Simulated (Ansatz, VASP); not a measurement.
# Si106SnGe25 (amorphous Si0.8Ge0.2) in two plane-wave programs, part 2 of 2

One calculation is typed for both programs; each brings its own data sets. How far apart do they land? Of the first pair: The structure shown is the start of the Ansatz relaxation below; VASP solves that cell, so the two are compared at the walk's first step.

VASP 6.6.1 and Ansatz 0.2.0.

So far. Step 3 (VASP: single point, PBEsol, start cell, pair 1): The run ends at a pressure of -1.26 GPa, with forces up to 1.1 eV/Å.

## Step 5: Ansatz: relaxation, PBEsol

Level of this step: Ansatz beside VASP: Kohn-Sham DFT, plane waves, PBEsol (Ansatz).

This run makes the geometry at which the two programs are then compared.

The structure compared here is the end of the Ansatz relaxation.

The input, input.yaml:

```yaml
crystal:
  lattice:
    - [14.0275, 0.0, 0.0]
    - [0.0, 14.0275, 0.0]
    - [0.0, 0.0, 14.0275]
  atoms:
    - { symbol: Si, position: [0.73435, 0.09473, 0.30598] }
    - { symbol: Si, position: [0.56747, 0.60893, 0.66889] }
[... 2 atom lines left out ...]
    - { symbol: Si, position: [0.4637, 0.45639, 0.27554] }
[... 3 atom lines left out ...]
    - { symbol: Si, position: [0.80541, 0.14362, 0.98787] }
[... 3 atom lines left out ...]
    - { symbol: Si, position: [0.94208, 0.45037, 0.28022] }
    - { symbol: Si, position: [0.15742, 0.58192, 0.12665] }
[... 14 atom lines left out ...]
    - { symbol: Si, position: [0.0836, 0.0245, 0.00668] }
    - { symbol: Si, position: [0.0444, 0.2775, 0.70422] }
    - { symbol: Si, position: [0.33117, 0.04446, 0.13525] }
    - { symbol: Si, position: [0.80237, 0.40664, 0.62264] }
    - { symbol: Si, position: [0.83619, 0.34495, 0.35615] }
[... 1 atom line left out ...]
    - { symbol: Si, position: [0.99796, 0.63221, 0.08846] }
[... 8 atom lines left out ...]
    - { symbol: Si, position: [0.14288, 0.29533, 0.44805] }
    - { symbol: Si, position: [0.28001, 0.23949, 0.9056] }
[... 8 atom lines left out ...]
    - { symbol: Si, position: [0.04995, 0.42321, 0.50612] }
[... 3 atom lines left out ...]
    - { symbol: Si, position: [0.97658, 0.16579, 0.20323] }
[... 3 atom lines left out ...]
    - { symbol: Si, position: [0.22035, 0.37376, 0.19139] }
[... 1 atom line left out ...]
    - { symbol: Si, position: [0.8733, 0.39113, 0.02787] }
[... 5 atom lines left out ...]
    - { symbol: Si, position: [0.9561, 0.19702, 0.57475] }
[... 1 atom line left out ...]
    - { symbol: Si, position: [0.33009, 0.07382, 0.37489] }
    - { symbol: Si, position: [0.00843, 0.69259, 0.4236] }
[... 4 atom lines left out ...]
    - { symbol: Si, position: [0.93357, 0.06376, 0.07206] }
[... 4 atom lines left out ...]
    - { symbol: Si, position: [0.30076, 0.52031, 0.44658] }
    - { symbol: Si, position: [0.90382, 0.33838, 0.5092] }
[... 3 atom lines left out ...]
    - { symbol: Si, position: [0.88382, 0.51859, 0.13901] }
    - { symbol: Si, position: [0.22005, 0.44806, 0.04095] }
[... 5 atom lines left out ...]
    - { symbol: Si, position: [0.07945, 0.14282, 0.47971] }
[... 2 atom lines left out ...]
    - { symbol: Si, position: [0.38376, 0.23588, 0.37641] }
[... 1 atom line left out ...]
    - { symbol: Si, position: [0.20908, 0.0248, 0.26705] }
    - { symbol: Si, position: [0.01719, 0.32407, 0.97589] }
[... 2 atom lines left out ...]
    - { symbol: Si, position: [0.10496, 0.45685, 0.91705] }
    - { symbol: Si, position: [0.82598, 0.22258, 0.24454] }
    - { symbol: Si, position: [0.21166, 0.52822, 0.28126] }
    - { symbol: Ge, position: [0.76653, 0.27368, 0.09036] }
    - { symbol: Ge, position: [0.37817, 0.31174, 0.22653] }
    - { symbol: Ge, position: [0.21455, 0.13869, 0.03651] }
    - { symbol: Ge, position: [0.94025, 0.93485, 0.36074] }
[... 3 atom lines left out ...]
    - { symbol: Ge, position: [0.11765, 0.51532, 0.63668] }
[... 9 atom lines left out ...]
    - { symbol: Ge, position: [0.37562, 0.59138, 0.22193] }
    - { symbol: Ge, position: [0.10041, 0.252, 0.10992] }
[... 1 atom line left out ...]
    - { symbol: Ge, position: [0.30297, 0.3426, 0.48313] }
    - { symbol: Ge, position: [0.15003, 0.02902, 0.58886] }
    - { symbol: Ge, position: [0.04824, 0.07106, 0.32534] }
    - { symbol: Sn, position: [0.0714, 0.32707, 0.28581] }
    - { symbol: Ge, position: [0.05594, 0.53533, 0.37385] }
    - { symbol: Ge, position: [0.66632, 0.37312, 0.3614] }
kpoints:
  mp_grid: { grid: [1, 1, 1] }
hamiltonian:
  xc: pbesol
scf:
  occupations: { method: fermi_dirac, width: 0.025 }
output:
  forces: true
  eigenvalues: true
relax:
  f_tol: 0.05
  max_steps: 90
```

On the command line:

```console
> ansatz run input.yaml --threads 4 --pin off --max-ram 8192MiB --backend cpu --events-out ev --progress --plain --runs-dir out
```

Numbers of over 12 decimals in the logs are rounded to 6 here.

What it wrote:

```text
[...]
Crystal: 132 atoms, lattice volume = 2760.202 Å³
Basis set: ecut = 420 eV, 54171 PW (Γ), exchange–correlation on 192×192×192 points (8 copies of the dense FFT grid, shifted against one another)
Bands: 526, of which v1, the nominal top of the filled ones, is band 394 counted from 1 (393 counted from 0)
Symmetry: 1 space group operations
[...]
k-points: 1
[...]
- { symbol: Ge, position: [0.940224, 0.933997, 0.361297] }
    - { symbol: Ge, position: [0.053445, 0.881361, 0.623299] }
    - { symbol: Ge, position: [0.552947, 0.232137, 0.372665] }
    - { symbol: Ge, position: [0.294679, 0.980997, 0.511567] }
    - { symbol: Ge, position: [0.117038, 0.518115, 0.637756] }
[...]
- { symbol: Ge, position: [0.149510, 0.027129, 0.590566] }
    - { symbol: Ge, position: [0.048409, 0.071186, 0.326183] }
    - { symbol: Sn, position: [0.069151, 0.327206, 0.294005] }
    - { symbol: Ge, position: [0.055326, 0.535036, 0.374141] }
    - { symbol: Ge, position: [0.664617, 0.370640, 0.361359] }
```

## Step 6: VASP: single point, PBEsol, relaxed cell, pair 2

The same cell, functional, mesh and smearing now go to VASP, with its own data sets.

The input, INCAR:

```
SYSTEM = Si106SnGe25
PREC = Accurate
ENCUT = 410
EDIFF = 1E-06
NELM = 120
ISMEAR = -1
SIGMA = 0.025
LREAL = Auto
ALGO = Normal
GGA = PS
NBANDS = 486
LORBIT = 11
LWAVE = .FALSE.
LCHARG = .FALSE.
ISIF = 2
LASPH = .TRUE.
GGA_COMPAT = .FALSE.
EFERMI = MIDGAP
```

The input, POSCAR:

```
Si106SnGe25
1.0
   14.0275000000      0.0000000000      0.0000000000
    0.0000000000     14.0275000000      0.0000000000
    0.0000000000      0.0000000000     14.0275000000
Si Ge Sn
106 25 1
Direct
    0.7346400000      0.0943900000      0.3057300000
    0.5670300000      0.6095300000      0.6680500000
[... 2 atom lines left out ...]
    0.4650500000      0.4561400000      0.2757100000
[... 3 atom lines left out ...]
    0.8058100000      0.1436600000      0.9874200000
[... 3 atom lines left out ...]
    0.9311600000      0.4589500000      0.2842000000
    0.1569800000      0.5817600000      0.1269400000
[... 14 atom lines left out ...]
    0.0840700000      0.0239400000      0.0056900000
    0.0452900000      0.2782700000      0.7030200000
    0.3312800000      0.0449900000      0.1344500000
    0.8022700000      0.4066700000      0.6220600000
    0.8337500000      0.3438800000      0.3564500000
[... 1 atom line left out ...]
    0.9980000000      0.6322300000      0.0886800000
[... 8 atom lines left out ...]
    0.1467100000      0.2924400000      0.4654100000
    0.2805100000      0.2401000000      0.9047600000
[... 8 atom lines left out ...]
    0.0498700000      0.4235000000      0.5091200000
[... 3 atom lines left out ...]
    0.9754800000      0.1625000000      0.2009400000
[... 3 atom lines left out ...]
    0.2266700000      0.3727700000      0.1850100000
[... 1 atom line left out ...]
    0.8745900000      0.3914600000      0.0285200000
[... 5 atom lines left out ...]
    0.9548500000      0.1966200000      0.5754300000
[... 1 atom line left out ...]
    0.3292600000      0.0732600000      0.3743300000
    0.0084900000      0.6929800000      0.4235300000
[... 4 atom lines left out ...]
    0.9334100000      0.0618600000      0.0702900000
[... 4 atom lines left out ...]
    0.2993400000      0.5192800000      0.4470800000
    0.9038300000      0.3380600000      0.5088100000
[... 3 atom lines left out ...]
    0.8814700000      0.5208200000      0.1381400000
    0.2227100000      0.4510200000      0.0384200000
[... 5 atom lines left out ...]
    0.0787300000      0.1406100000      0.4827100000
[... 2 atom lines left out ...]
    0.3822800000      0.2349200000      0.3759300000
[... 1 atom line left out ...]
    0.2085900000      0.0255300000      0.2660800000
    0.0186400000      0.3246700000      0.9757500000
[... 2 atom lines left out ...]
    0.1060000000      0.4574100000      0.9163000000
    0.8261000000      0.2221900000      0.2438400000
    0.2123100000      0.5253400000      0.2800700000
    0.7674000000      0.2739400000      0.0897800000
    0.3814600000      0.3109400000      0.2259900000
    0.2146500000      0.1383400000      0.0352000000
    0.9402200000      0.9340000000      0.3613000000
[... 3 atom lines left out ...]
    0.1170400000      0.5181100000      0.6377600000
[... 9 atom lines left out ...]
    0.3757500000      0.5896200000      0.2210400000
    0.1017300000      0.2517100000      0.1090500000
[... 1 atom line left out ...]
    0.3069100000      0.3425400000      0.4851000000
    0.1495100000      0.0271300000      0.5905700000
    0.0484100000      0.0711900000      0.3261800000
    0.0553300000      0.5350400000      0.3741400000
    0.6646200000      0.3706400000      0.3613600000
    0.0691500000      0.3272100000      0.2940100000
```

The input, KPOINTS:

```
Automatic mesh
0
Gamma
1 1 1
0 0 0
```

PAW data sets: Si, Ge_d and Sn_d (PBE family, release 64).

On the command line:

```console
> export OMP_NUM_THREADS=3
> mpirun -np 1 vasp_gam
```

What it wrote:

```text
[banner, memory and clock lines left out]
running    1 mpi-ranks, on    1 nodes
[...]
Offloading initialized ...    1 GPUs detected
[...]
[... a notice as in an earlier step ...]

 LDA part: xc-table for (Slater+PW92), standard interpolation
 POSCAR, INCAR and KPOINTS ok, starting setup
[...]
entering main loop
       N       E                     dE             d eps       ncg     rms          rms(c)
DAV:   1     0.129193316698E+05    0.12919E+05   -0.24425E+05  1084   0.245E+03
DAV:   2     0.215500434420E+04   -0.10764E+05   -0.10414E+05   972   0.661E+02
DAV:   3    -0.354971008569E+03   -0.25100E+04   -0.23444E+04  1138   0.221E+02
DAV:   4    -0.705893614159E+03   -0.35092E+03   -0.33520E+03  1224   0.842E+01
[...]
DAV:  17    -0.710266448709E+03   -0.26452E-05   -0.49646E-06  1000   0.113E-02    0.316E-03
DAV:  18    -0.710266449968E+03   -0.12597E-05   -0.23439E-06   784   0.372E-03    0.166E-03
DAV:  19    -0.710266450623E+03   -0.65469E-06   -0.96325E-07   736   0.371E-03
   1 F= -.71026645E+03 E0= -.71025849E+03  d E =-.159190E-01
```

From OUTCAR (step 6):

```text
  FREE ENERGIE OF THE ION-ELECTRON SYSTEM (eV)
  ---------------------------------------------------
  free  energy   TOTEN  =      -710.2664506230 eV

  energy  without entropy=     -710.2505316059  energy(sigma->0) =     -710.25849111
```

The run ends at a pressure of -1.34 GPa, with forces up to 0.054 eV/Å.

## Step 7: Differences

Both answers:

| quantity | Ansatz | VASP | difference |
| --- | --- | --- | --- |
| gap on the k mesh (eV) | 0.177 | 0.176 | +0.001 |

At this near-relaxed geometry the largest component of a force difference is 15 meV/Å. A gap on the mesh is an upper bound, since the band edges may lie between its points.

## Step 8: What came out

```json
{
  "r.m.s. force difference (single point, PBEsol, start cell, pair 1)": "5.0 meV/Å",
  "difference in gap on the k mesh (single point, PBEsol, relaxed cell, pair 2)": "0.0012 eV"
}
```

The r.m.s. force difference is 5.0 meV/Å (single point, PBEsol, start cell, pair 1), within the 12 meV/Å picked in this series as the mark of a large difference. How closely two codes agree says nothing of how well the functional describes the real material.

[Lines on the potential files, build, host, timing and source positions are cut from VASP's logs without a mark.]

[Logs are printed without paths, hosts, clocks, repeated set-up lines and the standing remarks that a program may print on its own settings, such as how far it seeks lower states.]

[Hosts, paths, dates, database ids (printed as entryN), source tags and the programs' standing remarks are cut or masked in the printed files.]
